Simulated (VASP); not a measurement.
All values below come from r2SCAN meta-GGA, VASP's PBE PAW potentials (set 64) (plane waves; VASP 6.6.1).

VASP input:

File KPOINTS:
```
Automatic mesh
0
Gamma
10 10 10
0 0 0
```

File POSCAR:
```
HfSi
1
    0.0000000000     2.8660950000     2.8660950000
    2.8660950000     0.0000000000     2.8660950000
    2.8660950000     2.8660950000     0.0000000000
Si Hf
1 1
Direct
  0.0000000000   0.0000000000   0.0000000000
  0.5000000000   0.5000000000   0.5000000000
```

### INCAR
```
! general
SYSTEM  = HfSi
PREC    = Accurate
ENCUT   = 400   ! plane-wave cut-off (eV)
LREAL   = .FALSE.
LASPH   = .TRUE.   ! aspherical one-centre terms

! electronic loop
EDIFF   = 1E-6   ! SCF stop (eV)
NELM    = 100   ! most electronic steps
ALGO    = Normal   ! blocked Davidson
LMAXMIX = 6   ! l cut-off of mixed one-centre charges
LMIXTAU = .TRUE.

! smearing
ISMEAR  = 1
SIGMA   = 0.1

! functional
METAGGA = R2SCAN

! ions
IBRION  = 2   ! conjugate gradients
NSW     = 60   ! most ionic steps
ISIF    = 3   ! ions, shape and volume
EDIFFG  = -0.01   ! ionic stop

! output
LWAVE   = .FALSE.
LCHARG  = .FALSE.
```

POTCAR, in this order: Si Hf_pv (PBE.64 set). Program: vasp_std.

Energy and stress use the plane-wave basis of the starting cell. Unless said otherwise, spin-orbit coupling is left out, though it shifts the bands of the heavy elements here.

Task: What does the run give for the energy per atom (σ→0), volume per atom, band gap (on the k-mesh)?

Result: 
```yaml
energy per atom (σ→0): -27.562 eV/atom
band gap (on the k-mesh): none (metal, semimetal or under 0.01 eV)
volume_per_atom: 19.06 Å³/atom
```

**OSZICAR**
```
...
DAV:  10    -0.551250540460E+02    0.46369E-07   -0.25414E-08   517   0.158E-03
   6 F= -.55125054E+02 E0= -.55124796E+02  d E =-.166642E-04
       N       E                     dE             d eps       ncg     rms          rms(c)
DAV:   1    -0.551255445378E+02   -0.49045E-03   -0.10623E-02  1040   0.929E-01    0.213E-01
DAV:   2    -0.551252393811E+02    0.30516E-03   -0.51699E-04  1037   0.223E-01    0.825E-02
DAV:   3    -0.551251810592E+02    0.58322E-04   -0.32335E-04  1123   0.144E-01    0.830E-02
DAV:   4    -0.551251819958E+02   -0.93665E-06   -0.57740E-06  1175   0.251E-02
   7 F= -.55125182E+02 E0= -.55124919E+02  d E =-.144614E-03
```

The structure was generated: HfSi was put into the rocksalt type (Fm-3m), which need not be its known phase. This run relaxes it. Symmetry was kept, so distortions that lower it aren't found.
